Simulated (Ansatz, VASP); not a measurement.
## Y in two plane-wave programs

Wanted: the spread between two codes on one cell, functional and k mesh. The cell is taken from a series of runs on this material, whose earlier steps may have relaxed, scaled, displaced or heated it; both programs get it as it stands.

Program: Ansatz 0.2.0. Level of theory: plane waves, with VASP 6.6.1 beside it; zone-centre phonons at PBE. Results are calculated unless marked as measured.

**1. Set-up**

Symmetry: P6_3/mmc, No. 194, hexagonal system. The conventional cell has a = 3.658 Å, b = 3.658 Å, c = 5.668 Å, α = 90.00°, β = 90.00°, γ = 120.00°. Y has 12 Y at 3.53 to 3.66 Å nearest.

As a file:

```
Y
1.0
     3.65824    0.00000    0.00000
    -1.82912    3.16813    0.00000
     0.00000    0.00000    5.66828
Y
2
Direct
  0.33333 0.66667 0.25000
  0.66667 0.33333 0.75000
```

**2. VASP: zone-centre phonons, PBE**

Second derivatives magnify differences that forces hide, and they need a tight electronic threshold.

Lines of VASP's logs that name or quote its potential files are left out, and so is its time.

Contents of INCAR:

```
SYSTEM = Y
PREC = Accurate
ENCUT = 500
EDIFF = 1E-08
NELM = 120
ISMEAR = 1
SIGMA = 0.2
LREAL = .FALSE.
ALGO = Normal
GGA = PE
NBANDS = 17
LASPH = .TRUE.
LORBIT = 11
LWAVE = .FALSE.
LCHARG = .FALSE.
ISIF = 2
IBRION = 8
GGA_COMPAT = .FALSE.
KPAR = 2
```

Contents of POSCAR:

```
Y
1.0
    3.6582402730      0.0000000000      0.0000000000
   -1.8291201365      3.1681290095      0.0000000000
    0.0000000000      0.0000000000      5.6682789077
Y
2
Direct
    0.3333333333      0.6666666667      0.2500000000
    0.6666666667      0.3333333333      0.7500000000
```

Contents of KPOINTS:

```
Automatic mesh
0
Gamma
6 6 4
0 0 0
```

PAW data sets: Y_sv (PBE family, release 64).

Run with:

```
$ mpirun -np 2 vasp_std
```

Numbers of over 12 decimals in the logs are rounded to 6 here.

Log:

```text
[banner, memory and clock lines left out]
running    2 mpi-ranks, on    1 nodes
 distrk:  each k-point on    1 cores,    2 groups
 distr:  one band on    1 cores,    1 groups

 POSCAR found type information on POSCAR Y
 POSCAR found :  1 types and       2 ions
 LDA part: xc-table for (Slater+PW92), standard interpolation
 POSCAR, INCAR and KPOINTS ok, starting setup
 FFT: planning ... GRIDC
 FFT: planning ... GRID_SOFT
 FFT: planning ... GRID
 WAVECAR not read
 entering main loop
       N       E                     dE             d eps       ncg     rms          rms(c)
DAV:   1     0.842399476558E+02    0.84240E+02   -0.10991E+04   722   0.119E+03
DAV:   2    -0.599070719397E+01   -0.90231E+02   -0.89014E+02   913   0.258E+02
DAV:   3    -0.131196538120E+02   -0.71289E+01   -0.70607E+01  1285   0.440E+01
DAV:   4    -0.132772256348E+02   -0.15757E+00   -0.15746E+00   865   0.698E+00
DAV:   5    -0.132809204563E+02   -0.36948E-02   -0.36946E-02  1086   0.809E-01    0.330E+01
DAV:   6    -0.129492421763E+02    0.33168E+00   -0.43076E-01   757   0.421E+00    0.206E+01
DAV:   7    -0.128939198189E+02    0.55322E-01   -0.87274E-01   906   0.553E+00    0.182E+00
DAV:   8    -0.128822898524E+02    0.11630E-01   -0.16902E-01   892   0.244E+00    0.101E+00
DAV:   9    -0.128813934586E+02    0.89639E-03   -0.38630E-03   969   0.405E-01    0.369E-01
DAV:  10    -0.128814893142E+02   -0.95856E-04   -0.15375E-03   849   0.358E-01    0.253E-01
DAV:  11    -0.128814530355E+02    0.36279E-04   -0.78707E-05  1031   0.770E-02    0.504E-02
DAV:  12    -0.128814479397E+02    0.50958E-05   -0.27632E-05   795   0.465E-02    0.193E-02
DAV:  13    -0.128814493103E+02   -0.13706E-05   -0.47289E-06   826   0.201E-02    0.295E-03
DAV:  14    -0.128814495531E+02   -0.24278E-06   -0.19854E-07  1065   0.327E-03    0.494E-04
DAV:  15    -0.128814495269E+02    0.26207E-07   -0.68460E-09   615   0.673E-04    0.132E-04
DAV:  16    -0.128814495250E+02    0.19550E-08   -0.81359E-10   488   0.242E-04
   1 F= -.12881450E+02 E0= -.12880659E+02  d E =-.237251E-02
 Linear response reoptimize wavefunctions to high precision
DAV:   1    -0.128814495191E+02    0.58217E-08   -0.29595E-10   495   0.148E-04
DAV:   2    -0.128814495192E+02   -0.35470E-10   -0.93517E-11   448   0.716E-05
 Linear response DOF=           2
 Linear response progress:
  Degree of freedom:   1/  2
       N       E                     dE             d eps       ncg     rms          rms(c)
RMM:   1    -0.273270100904E+00   -0.27327E+00    0.41680E+00  2375   0.107E+01
RMM:   2    -0.261723329608E+00    0.11547E-01   -0.18294E-01  3507   0.192E+00    0.167E-01
RMM:   3    -0.263258760362E+00   -0.15354E-02   -0.14041E-02  4113   0.545E-01    0.826E-02
RMM:   4    -0.263586439434E+00   -0.32768E-03   -0.23254E-03  4712   0.201E-01    0.274E-02
RMM:   5    -0.263635846466E+00   -0.49407E-04   -0.42649E-04  4875   0.843E-02    0.162E-02
RMM:   6    -0.263552675670E+00    0.83171E-04   -0.10257E-04  5001   0.341E-02    0.486E-03
RMM:   7    -0.263511640273E+00    0.41035E-04   -0.10107E-04  5037   0.168E-02    0.183E-03
RMM:   8    -0.263498226516E+00    0.13414E-04   -0.91276E-05  5060   0.952E-03    0.144E-03
RMM:   9    -0.263485954867E+00    0.12272E-04   -0.73892E-05  5024   0.640E-03    0.823E-04
RMM:  10    -0.263489415960E+00   -0.34611E-05   -0.53616E-05  5092   0.444E-03    0.681E-04
RMM:  11    -0.263487218297E+00    0.21977E-05   -0.44441E-05  5077   0.339E-03    0.349E-04
RMM:  12    -0.263488409298E+00   -0.11910E-05   -0.32416E-05  5115   0.270E-03    0.270E-04
RMM:  13    -0.263487444899E+00    0.96440E-06   -0.22442E-05  4909   0.231E-03    0.242E-04
RMM:  14    -0.263488549869E+00   -0.11050E-05   -0.15495E-05  4925   0.198E-03    0.303E-04
RMM:  15    -0.263489216591E+00   -0.66672E-06   -0.11767E-05  5057   0.172E-03    0.617E-04
RMM:  16    -0.263488812968E+00    0.40362E-06   -0.91810E-06  4861   0.153E-03    0.446E-04
RMM:  17    -0.263488610807E+00    0.20216E-06   -0.70312E-06  5108   0.137E-03    0.426E-04
RMM:  18    -0.263488501922E+00    0.10888E-06   -0.55291E-06  5154   0.123E-03    0.439E-04
RMM:  19    -0.263488540684E+00   -0.38762E-07   -0.41862E-06  5115   0.113E-03    0.485E-04
 first order change of Fermi-energy   0.12090E-03
 force on displaced ion       1 direction 1 :  -1.233   0.001   0.000
 Linear response progress:
  Degree of freedom:   2/  2
       N       E                     dE             d eps       ncg     rms          rms(c)
RMM:   1    -0.311816313392E+00   -0.31182E+00    0.42453E+00   949   0.106E+01
RMM:   2    -0.304715918127E+00    0.71004E-02   -0.17558E-01  1387   0.183E+00    0.316E-01
RMM:   3    -0.306943819744E+00   -0.22279E-02   -0.11593E-02  1536   0.502E-01    0.155E-01
RMM:   4    -0.307476061829E+00   -0.53224E-03   -0.17682E-03  1751   0.199E-01    0.273E-02
RMM:   5    -0.307373409089E+00    0.10265E-03   -0.33566E-04  1792   0.802E-02    0.160E-02
RMM:   6    -0.307225050613E+00    0.14836E-03   -0.75066E-05  1907   0.351E-02    0.833E-03
RMM:   7    -0.307062873684E+00    0.16218E-03   -0.28899E-05  1845   0.150E-02    0.369E-03
RMM:   8    -0.307054177100E+00    0.86966E-05   -0.20541E-05  1868   0.752E-03    0.128E-03
RMM:   9    -0.307040354463E+00    0.13823E-04   -0.93757E-06  1951   0.451E-03    0.542E-04
RMM:  10    -0.307037324750E+00    0.30297E-05   -0.57463E-06  1941   0.302E-03    0.170E-04
RMM:  11    -0.307039485240E+00   -0.21605E-05   -0.58150E-06  1968   0.227E-03    0.211E-04
RMM:  12    -0.307039582506E+00   -0.97267E-07   -0.75370E-06  1970   0.182E-03    0.306E-04
RMM:  13    -0.307039683333E+00   -0.10083E-06   -0.16725E-05  1947   0.155E-03    0.404E-04
RMM:  14    -0.307039802795E+00   -0.11946E-06   -0.12865E-05  1918   0.134E-03    0.459E-04
[...]
RMM:  32    -0.307036623344E+00   -0.11143E-07   -0.79340E-07  1937   0.433E-04    0.493E-05
RMM:  33    -0.307036611057E+00    0.12287E-07   -0.53628E-07  1855   0.421E-04    0.557E-05
RMM:  34    -0.307036605971E+00    0.50863E-08   -0.75940E-07  1838   0.410E-04    0.612E-05
RMM:  35    -0.307036648159E+00   -0.42188E-07   -0.44127E-07  1907   0.401E-04    0.730E-05
RMM:  36    -0.307036678220E+00   -0.30061E-07   -0.68510E-07  1926   0.393E-04    0.835E-05
RMM:  37    -0.307036646254E+00    0.31966E-07   -0.32488E-07  1879   0.385E-04    0.834E-05
RMM:  38    -0.307036670441E+00   -0.24187E-07   -0.58583E-07  1799   0.378E-04    0.912E-05
RMM:  39    -0.307036656259E+00    0.14183E-07   -0.28273E-07  1747   0.372E-04    0.932E-05
 first order change of Fermi-energy   0.59540E-04
 force on displaced ion       1 direction 3 :   0.000   0.000  -3.904
 Linear response finished
```

From OUTCAR (step 2):

```text
ion  position               nearest neighbor table
   1  0.333  0.667  0.250-   2 3.53   2 3.53   2 3.53   2 3.53   2 3.53   2 3.53
   2  0.667  0.333  0.750-   1 3.53   1 3.53   1 3.53   1 3.53   1 3.53   1 3.53

  LATTYP: Found a hexagonal cell.
 ALAT       =     3.6582402730
 C/A-ratio  =     1.5494550616

 Subroutine GETGRP returns: Found 24 space group operations
 (whereof 12 operations were pure point group operations)

The static configuration has the point symmetry D_3d.
 The point group associated with its full space group is D_6h.

 Found     21 irreducible k-points:

   k-points           NKPTS =     21   k-points in BZ     NKDIM =     21   number of bands    NBANDS=     17

   dimension x,y,z NGX =    28 NGY =   28 NGZ =   42
   dimension x,y,z NGXF=    56 NGYF=   56 NGZF=   84

   ENCUT  =  500.0 eV  36.75 Ry    6.06 a.u.   6.67  6.67 10.33*2*pi/ulx,y,z

   NELECT =      22.0000    total number of electrons

 k-points in reciprocal lattice and weights: Automatic mesh
   0.00000000  0.00000000  0.00000000       0.007
   0.16666667  0.00000000  0.00000000       0.042
   0.33333333  0.00000000  0.00000000       0.042
   0.50000000  0.00000000  0.00000000       0.021
   0.16666667  0.16666667  0.00000000       0.042
   0.33333333  0.16666667  0.00000000       0.083
   0.33333333  0.33333333  0.00000000       0.014
   0.00000000  0.00000000  0.25000000       0.014
   0.16666667  0.00000000  0.25000000       0.083
[...]
0.33333333  0.16666667  0.50000000       0.083
   0.33333333  0.33333333  0.50000000       0.014

 average (electrostatic) potential at core
       1 -37.7549       2 -37.7549

  Total        0.0104559      0.0104559     -0.0252908      0.0000000      0.0000000      0.0000000
  in kB        0.2550044      0.2550044     -0.6168038      0.0000000      0.0000000      0.0000000
  external PRESSURE =      -0.0355983 kB  Pullay stress =       0.0000000 kB

  energy-cutoff  :      500.00
  volume of cell :       65.69
      direct lattice vectors                 reciprocal lattice vectors
     3.658240273  0.000000000  0.000000000     0.273355473  0.157821856  0.000000000
    -1.829120137  3.168129009  0.000000000     0.000000000  0.315643712  0.000000000
     0.000000000  0.000000000  5.668278908     0.000000000  0.000000000  0.176420394

 POSITION                                       TOTAL-FORCE (eV/Angst)
 -----------------------------------------------------------------------------------
     -0.00000      2.11209      1.41707         0.000000     -0.000000      0.000000
      1.82912      1.05604      4.25121        -0.000000      0.000000      0.000000
 -----------------------------------------------------------------------------------
    total drift:                               -0.000000      0.000000     -0.000000

 Eigenvectors and eigenvalues of the dynamical matrix
 ----------------------------------------------------

   1 f  =    4.633205 THz    29.111287 2PiTHz  154.547093 cm-1    19.161389 meV
             X         Y         Z           dx          dy          dz
     -0.000000  2.112086  1.417070     0.000000    0.000000   -0.707107
      1.829120  1.056043  4.251209     0.000000    0.000000    0.707107

   2 f  =    2.603515 THz    16.358366 2PiTHz   86.843908 cm-1    10.767267 meV
             X         Y         Z           dx          dy          dz
     -0.000000  2.112086  1.417070     0.707107   -0.000000   -0.000000
      1.829120  1.056043  4.251209    -0.707107   -0.000000    0.000000

   3 f  =    2.603515 THz    16.358366 2PiTHz   86.843908 cm-1    10.767267 meV
             X         Y         Z           dx          dy          dz
     -0.000000  2.112086  1.417070    -0.000000    0.707107    0.000000
      1.829120  1.056043  4.251209    -0.000000   -0.707107    0.000000

   4 f  =    0.000000 THz     0.000000 2PiTHz    0.000000 cm-1     0.000000 meV
             X         Y         Z           dx          dy          dz
     -0.000000  2.112086  1.417070     0.000000   -0.000000    0.707107
      1.829120  1.056043  4.251209     0.000000    0.000000    0.707107

   5 f/i=    0.000000 THz     0.000000 2PiTHz    0.000001 cm-1     0.000000 meV
             X         Y         Z           dx          dy          dz
     -0.000000  2.112086  1.417070     0.223607    0.670820    0.000000
      1.829120  1.056043  4.251209     0.223607    0.670820    0.000000

   6 f/i=    0.000000 THz     0.000000 2PiTHz    0.000001 cm-1     0.000000 meV
             X         Y         Z           dx          dy          dz
     -0.000000  2.112086  1.417070     0.670820   -0.223607   -0.000000
      1.829120  1.056043  4.251209     0.670820   -0.223607    0.000000

 ELASTIC MODULI CONTR FROM IONIC RELAXATION (kBar)
 Direction    XX          YY          ZZ          XY          YZ          ZX
 --------------------------------------------------------------------------------
 XX         -32.6206     32.6206     -0.0000     -0.0000      0.0000     -0.0000
 YY          32.6206    -32.6206      0.0000      0.0000      0.0000      0.0000
 ZZ          -0.0000      0.0000     -0.0000     -0.0000      0.0000      0.0000
 XY          -0.0000      0.0000     -0.0000    -32.6206      0.0000     -0.0000
 YZ           0.0000      0.0000      0.0000      0.0000      0.0000      0.0000
 ZX          -0.0000      0.0000      0.0000     -0.0000      0.0000     -0.0000
 --------------------------------------------------------------------------------
```

The k-mesh is coarse for a metal.

[end of part 1 of 2]

[Lines on the potential files, build, host, timing and source positions are cut from VASP's logs without a mark.]

[Logs are printed without paths, hosts, clocks, repeated set-up lines and the standing remarks that a program may print on its own settings, such as how far it seeks lower states.]

[Hosts, paths, dates, database ids (printed as entryN), source tags and the programs' standing remarks are cut or masked in the printed files.]
